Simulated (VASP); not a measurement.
Here is the system:

```
Pd
1.0
    0.00000     1.94500     1.94500
    1.94500     0.00000     1.94500
    1.94500     1.94500     0.00000
Pd
1
Cartesian
  0.00000   0.00000   0.00000
```

The numbers are results of PBE GGA, VASP's PBE PAW potentials (set 64) (plane waves; VASP 6.6.1), not measurements. Numerical set-up: PREC = Normal, 400 eV cut-off, 14×14×14 Γ-centred mesh, first-order Methfessel-Paxton smearing of 0.10 eV, potentials Pd.

Question: Predict the energy per atom (σ→0), pressure, band gap (on the k-mesh) with the smallest direct gap where there is one.

Answer: 
* **band gap (on the k-mesh)**: none (metal, semimetal or under 0.01 eV)
* **energy per atom (σ→0)**: -5.192 eV/atom
* **pressure**: 6.97 GPa

The compound is Pd in the fcc structure. The cell was not relaxed at this level. The run is one of a series of settings (PREC = Normal against the base run), some of them coarse on purpose.
